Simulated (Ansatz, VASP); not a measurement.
# KSrH3 in two plane-wave programs, part 3 of 3

One calculation is typed for both programs; each brings its own data sets. How far apart do they land? The cell is generated by rule, not measured, and may not be a known phase. The cell is taken from a series of runs on this material, whose earlier steps may have relaxed, scaled, displaced or heated it; both programs get it as it stands.

VASP 6.6.1 and Ansatz 0.2.0.

So far: Set-up; Ansatz: zone-centre phonons, PBEsol; VASP: zone-centre phonons, PBEsol.

## 3. VASP: zone-centre phonons, PBEsol (continued)

Level of this step: PBEsol; plane waves and PAW (K_sv, Sr_sv, H); invented cell (VASP).

Numbers of over 12 decimals in the logs are rounded to 6 here.

Parts of OUTCAR (step 3):

```text
ion  position               nearest neighbor table
   1  0.500  0.000  0.000-   3 4.04   4 4.04   3 4.04   4 4.04   4 4.04   4 4.04   3 4.04   3 4.04

  LATTYP: Found a simple tetragonal cell.
 ALAT       =     6.5291633549
 C/A-ratio  =     0.7289607533

 Subroutine GETGRP returns: Found 16 space group operations
 (whereof  8 operations were pure point group operations)

The static configuration has the point symmetry C_4h.
 The point group associated with its full space group is D_4h.

 Found     24 irreducible k-points:

   k-points           NKPTS =     24   k-points in BZ     NKDIM =     24   number of bands    NBANDS=     32

   dimension x,y,z NGX =    48 NGY =   48 NGZ =   36
   dimension x,y,z NGXF=    96 NGYF=   96 NGZF=   72

   ENCUT  =  500.0 eV  36.75 Ry    6.06 a.u.  11.90 11.90  8.68*2*pi/ulx,y,z

   NELECT =      44.0000    total number of electrons

 k-points in reciprocal lattice and weights: Automatic mesh
   0.00000000  0.00000000  0.00000000       0.010
   0.25000000  0.00000000  0.00000000       0.042
   0.50000000  0.00000000  0.00000000       0.021
   0.25000000  0.25000000  0.00000000       0.042
   0.50000000  0.25000000  0.00000000       0.042
   0.50000000  0.50000000  0.00000000       0.010
   0.00000000  0.00000000  0.16666667       0.021
   0.25000000  0.00000000  0.16666667       0.083
   0.50000000  0.00000000  0.16666667       0.042
[...]
0.50000000  0.25000000  0.50000000       0.042
   0.50000000  0.50000000  0.50000000       0.010

 average (electrostatic) potential at core
       1 -37.5984       2 -37.5984       3 -40.1006       4 -40.1006       5 -33.7169
       6 -33.7169       7 -33.7169       8 -33.7169       9 -33.9253      10 -33.9253

  Total       -0.0101553     -0.0101553      0.0051044      0.0000000      0.0000000     -0.0000000
  in kB       -0.0801915     -0.0801915      0.0403067      0.0000000      0.0000000     -0.0000000
  external PRESSURE =      -0.0400254 kB  Pullay stress =       0.0000000 kB

  energy-cutoff  :      500.00
  volume of cell :      202.90
      direct lattice vectors                 reciprocal lattice vectors
     6.529163355  0.000000000  0.000000000     0.153158980  0.000000000  0.000000000
     0.000000000  6.529163355  0.000000000     0.000000000  0.153158980  0.000000000
     0.000000000  0.000000000  4.759503838     0.000000000  0.000000000  0.210105934

 POSITION                                       TOTAL-FORCE (eV/Angst)
 -----------------------------------------------------------------------------------
      3.26458      0.00000      0.00000         0.000000      0.000000     -0.000000
      0.00000      3.26458      0.00000         0.000000      0.000000     -0.000000
[...]
0.000000  3.264582  0.000000    -0.000000   -0.000000   -0.000000
      0.000000  0.000000  2.379752     0.000000    0.000000    0.000000
      3.264582  3.264582  2.379752     0.000000    0.000000    0.000000
      4.413824  1.149242  2.379752    -0.353553    0.353553    0.000000
      2.115339  5.379921  2.379752     0.353553   -0.353553   -0.000000
      5.379921  4.413824  2.379752    -0.353553   -0.353553    0.000000
      1.149242  2.115339  2.379752     0.353553    0.353553   -0.000000
      0.000000  0.000000  0.000000     0.000000   -0.000000    0.000000
      3.264582  3.264582  0.000000    -0.000000    0.000000    0.000000

   2 f  =   33.595167 THz   211.084662 2PiTHz 1120.614162 cm-1   138.938386 meV
             X         Y         Z           dx          dy          dz
      3.264582  0.000000  0.000000    -0.000000    0.000000   -0.005284
      0.000000  3.264582  0.000000     0.000000   -0.000000   -0.005284
      0.000000  0.000000  2.379752     0.000000    0.000000   -0.064316
      3.264582  3.264582  2.379752    -0.000000    0.000000   -0.064316
      4.413824  1.149242  2.379752     0.000000    0.000000   -0.033853
      2.115339  5.379921  2.379752    -0.000000    0.000000   -0.033853
      5.379921  4.413824  2.379752    -0.000000   -0.000000   -0.033853
      1.149242  2.115339  2.379752    -0.000000   -0.000000   -0.033853
      0.000000  0.000000  0.000000    -0.000000    0.000000    0.702527
      3.264582  3.264582  0.000000     0.000000    0.000000    0.702527

   3 f  =   33.498624 THz   210.478065 2PiTHz 1117.393834 cm-1   138.539116 meV
             X         Y         Z           dx          dy          dz
      3.264582  0.000000  0.000000    -0.000000    0.000000    0.000000
      0.000000  3.264582  0.000000     0.000000   -0.000000    0.000000
      0.000000  0.000000  2.379752     0.000000    0.000000   -0.066191
      3.264582  3.264582  2.379752     0.000000    0.000000    0.066191
      4.413824  1.149242  2.379752     0.000000    0.000000    0.000000
      2.115339  5.379921  2.379752    -0.000000    0.000000    0.000000
      5.379921  4.413824  2.379752    -0.000000   -0.000000    0.000000
      1.149242  2.115339  2.379752    -0.000000   -0.000000    0.000000
      0.000000  0.000000  0.000000    -0.000000    0.000000    0.704002
      3.264582  3.264582  0.000000     0.000000    0.000000   -0.704002

   4 f  =   31.780073 THz   199.680085 2PiTHz 1060.069115 cm-1   131.431760 meV
             X         Y         Z           dx          dy          dz
      3.264582  0.000000  0.000000    -0.000000   -0.000000    0.000000
      0.000000  3.264582  0.000000    -0.000000    0.000000   -0.000000
      0.000000  0.000000  2.379752     0.000000    0.000000    0.000000
      3.264582  3.264582  2.379752     0.000000    0.000000    0.000000
      4.413824  1.149242  2.379752    -0.353553    0.353553   -0.000000
      2.115339  5.379921  2.379752     0.353553   -0.353553   -0.000000
      5.379921  4.413824  2.379752     0.353553    0.353553    0.000000
      1.149242  2.115339  2.379752    -0.353553   -0.353553    0.000000
      0.000000  0.000000  0.000000    -0.000000    0.000000    0.000000
      3.264582  3.264582  0.000000     0.000000   -0.000000   -0.000000

   5 f  =   30.655358 THz   192.613295 2PiTHz 1022.552674 cm-1   126.780316 meV
             X         Y         Z           dx          dy          dz
      3.264582  0.000000  0.000000    -0.000955    0.002220    0.000000
      0.000000  3.264582  0.000000    -0.008197   -0.008439    0.000000
      0.000000  0.000000  2.379752    -0.043714   -0.045731    0.000000
      3.264582  3.264582  2.379752    -0.058615   -0.023801   -0.000000
      4.413824  1.149242  2.379752     0.056760   -0.129016   -0.000000
      2.115339  5.379921  2.379752     0.056760   -0.129016   -0.000000
      5.379921  4.413824  2.379752     0.479852    0.493641   -0.000000
      1.149242  2.115339  2.379752     0.479852    0.493641   -0.000000
      0.000000  0.000000  0.000000    -0.013507   -0.044015    0.000000
      3.264582  3.264582  0.000000    -0.045896    0.003651   -0.000000

   6 f  =   30.655358 THz   192.613295 2PiTHz 1022.552674 cm-1   126.780316 meV
             X         Y         Z           dx          dy          dz
      3.264582  0.000000  0.000000     0.008439   -0.008197   -0.000000
      0.000000  3.264582  0.000000    -0.002220   -0.000955    0.000000
      0.000000  0.000000  2.379752     0.045731   -0.043714   -0.000000
      3.264582  3.264582  2.379752     0.023801   -0.058615   -0.000000
      4.413824  1.149242  2.379752    -0.493641    0.479852    0.000000
      2.115339  5.379921  2.379752    -0.493641    0.479852    0.000000
      5.379921  4.413824  2.379752     0.129016    0.056760   -0.000000
      1.149242  2.115339  2.379752     0.129016    0.056760    0.000000
      0.000000  0.000000  0.000000     0.044015   -0.013507    0.000000
      3.264582  3.264582  0.000000    -0.003651   -0.045896   -0.000000

   7 f  =   21.542160 THz   135.353384 2PiTHz  718.569115 cm-1    89.091176 meV
             X         Y         Z           dx          dy          dz
      3.264582  0.000000  0.000000    -0.000000   -0.000000   -0.000000
      0.000000  3.264582  0.000000     0.000000    0.000000    0.000000
      0.000000  0.000000  2.379752    -0.000000   -0.000000    0.000000
      3.264582  3.264582  2.379752    -0.000000   -0.000000   -0.000000
      4.413824  1.149242  2.379752    -0.353553   -0.353553   -0.000000
      2.115339  5.379921  2.379752     0.353553    0.353553   -0.000000
      5.379921  4.413824  2.379752    -0.353553    0.353553   -0.000000
      1.149242  2.115339  2.379752     0.353553   -0.353553    0.000000
      0.000000  0.000000  0.000000    -0.000000    0.000000    0.000000
      3.264582  3.264582  0.000000     0.000000   -0.000000   -0.000000

   8 f  =   14.815459 THz    93.088277 2PiTHz  494.190532 cm-1    61.271789 meV
             X         Y         Z           dx          dy          dz
      3.264582  0.000000  0.000000     0.000000    0.000000   -0.000000
      0.000000  3.264582  0.000000    -0.000000   -0.000000   -0.000000
      0.000000  0.000000  2.379752     0.000000    0.000000    0.000000
      3.264582  3.264582  2.379752     0.000000   -0.000000    0.000000
      4.413824  1.149242  2.379752    -0.353553   -0.353553    0.000000
      2.115339  5.379921  2.379752     0.353553    0.353553   -0.000000
      5.379921  4.413824  2.379752     0.353553   -0.353553    0.000000
      1.149242  2.115339  2.379752    -0.353553    0.353553   -0.000000
      0.000000  0.000000  0.000000     0.000000   -0.000000   -0.000000
      3.264582  3.264582  0.000000    -0.000000    0.000000    0.000000

   9 f  =   12.698591 THz    79.787602 2PiTHz  423.579411 cm-1    52.517130 meV
             X         Y         Z           dx          dy          dz
      3.264582  0.000000  0.000000     0.007681    0.142603   -0.000000
      0.000000  3.264582  0.000000    -0.005044   -0.142486   -0.000000
      0.000000  0.000000  2.379752     0.065544    0.025794   -0.000000
      3.264582  3.264582  2.379752     0.067582   -0.019852   -0.000000
      4.413824  1.149242  2.379752    -0.311270   -0.259616    0.000000
      2.115339  5.379921  2.379752    -0.311270   -0.259616   -0.000000
      5.379921  4.413824  2.379752    -0.289291    0.232810    0.000000
      1.149242  2.115339  2.379752    -0.289291    0.232810   -0.000000
      0.000000  0.000000  0.000000    -0.010679   -0.415192   -0.000000
      3.264582  3.264582  0.000000    -0.047626    0.412590   -0.000000
    [... 271 further lines ...]
      0.000000  0.000000  0.000000    -0.317508    0.143102    0.000000
      3.264582  3.264582  0.000000    -0.153343    0.312691    0.000000

 MACROSCOPIC STATIC DIELECTRIC TENSOR IONIC CONTRIBUTION
 ------------------------------------------------------
           9.340331    -0.000000    -0.000000
          -0.000000     9.340331     0.000000
          -0.000000     0.000000    10.153612
 ------------------------------------------------------

 ELASTIC MODULI CONTR FROM IONIC RELAXATION (kBar)
 Direction    XX          YY          ZZ          XY          YZ          ZX
 --------------------------------------------------------------------------------
 XX         -88.3487     12.1890      9.1969      0.0000      0.0000      0.0000
 YY          12.1890    -88.3487      9.1969     -0.0000     -0.0000      0.0000
 ZZ           9.1969      9.1969     -2.2212     -0.0000      0.0000     -0.0000
 XY           0.0000      0.0000     -0.0000    -24.4901      0.0000     -0.0000
 YZ           0.0000     -0.0000      0.0000      0.0000     -0.3691     -0.0000
 ZX           0.0000      0.0000     -0.0000     -0.0000     -0.0000     -0.3698
 --------------------------------------------------------------------------------

 PIEZOELECTRIC TENSOR IONIC CONTR  for field in x, y, z        (C/m^2)
          XX          YY          ZZ          XY          YZ          ZX
  --------------------------------------------------------------------------------
  x     0.00000     0.00000    -0.00000    -0.00000     0.00000     0.00000
  y     0.00000    -0.00000     0.00000     0.00000    -0.00000    -0.00000
  z     0.00000    -0.00000     0.00000     0.00000     0.00000     0.00000
```

With imaginary modes the cell is no minimum, so the ionic parts of its dielectric, piezoelectric and elastic tensors have no meaning.

## 4. Differences

Known differences besides the potentials themselves: fixed occupations in Ansatz, narrow Gaussian smearing in VASP; VASP's response is taken on the typed mesh, Ansatz refines its own for the field response alone; the cutoff is 420 eV in Ansatz and 500 eV in VASP; Ansatz makes its cores anew for this functional, VASP keeps those of its PBE data sets. Total energies have different zeros and are not compared.

Compared:

| quantity | Ansatz | VASP | difference |
| --- | --- | --- | --- |
| ε∞ xx | 3.18 | 3.19 | -0.34 % |
| ε∞ yy | 3.18 | 3.19 | -0.34 % |
| ε∞ zz | 3.16 | 3.17 | -0.19 % |
| Born charge of K1 (mean of the diagonal) (e) | 1.13 | 1.13 | 0.00 |
| Born charge of Sr3 (mean of the diagonal) (e) | 1.82 | 1.82 | 0.00 |
| Born charge of H5 (mean of the diagonal) (e) | -0.98 | -0.99 | 0.00 |
| optical mode 1 to 2 (imaginary, printed as negative) (cm⁻¹) | -66.2 | -68.2 | +2.0 |
| optical mode 3 to 4 (imaginary, printed as negative) (cm⁻¹) | -51.7 | -54.0 | +2.3 |
| optical mode 5 (cm⁻¹) | 68.4 | 67.8 | +0.90 % |
| optical mode 6 (cm⁻¹) | 78.3 | 78.0 | +0.42 % |
| optical mode 7 to 8 (cm⁻¹) | 82.1 | 80.7 | +1.72 % |
| optical mode 9 (cm⁻¹) | 99.4 | 100.2 | -0.84 % |
| optical mode 10 to 11 (cm⁻¹) | 182.6 | 178.1 | +2.55 % |
| optical mode 12 (cm⁻¹) | 285.0 | 283.1 | +0.65 % |
| optical mode 13 to 14 (cm⁻¹) | 315.1 | 313.1 | +0.62 % |
| optical mode 15 (cm⁻¹) | 374.3 | 373.6 | +0.18 % |
| optical mode 16 to 17 (cm⁻¹) | 390.2 | 391.3 | -0.27 % |
| optical mode 18 to 19 (cm⁻¹) | 423.8 | 423.6 | +0.04 % |
| optical mode 20 (cm⁻¹) | 492.4 | 494.2 | -0.36 % |
| optical mode 21 (cm⁻¹) | 715.4 | 718.6 | -0.45 % |
| optical mode 22 to 23 (cm⁻¹) | 1014.2 | 1022.6 | -0.81 % |
| optical mode 24 (cm⁻¹) | 1050.2 | 1060.1 | -0.94 % |
| optical mode 25 (cm⁻¹) | 1107.5 | 1117.4 | -0.88 % |
| optical mode 26 (cm⁻¹) | 1110.6 | 1120.6 | -0.89 % |
| optical mode 27 (cm⁻¹) | 1156.7 | 1164.8 | -0.69 % |

Modes are paired by rising frequency, not by their patterns, so a pair may set unlike modes beside each other; they are those without the splitting of longitudinal modes.

## 5. Outcome

- r.m.s. difference of the optical zone-centre modes, each program's sorted by frequency (zone-centre phonons, PBEsol): 4.7 cm⁻¹
- difference in optical mode 10 to 11 (zone-centre phonons, PBEsol): +2.5 %

The r.m.s. difference of the optical zone-centre modes, each program's sorted by frequency is 4.7 cm⁻¹ (zone-centre phonons, PBEsol). Among the rows given in per cent, the largest difference of the zone-centre phonons, PBEsol pair is in optical mode 10 to 11, +2.5 %. How closely two codes agree says nothing of how well the functional describes the real material.

[Lines on the potential files, build, host, timing and source positions are cut from VASP's logs without a mark.]

[Logs are printed without paths, hosts, clocks, repeated set-up lines and the standing remarks that a program may print on its own settings, such as how far it seeks lower states.]

[Hosts, paths, dates, database ids (printed as entryN), source tags and the programs' standing remarks are cut or masked in the printed files.]
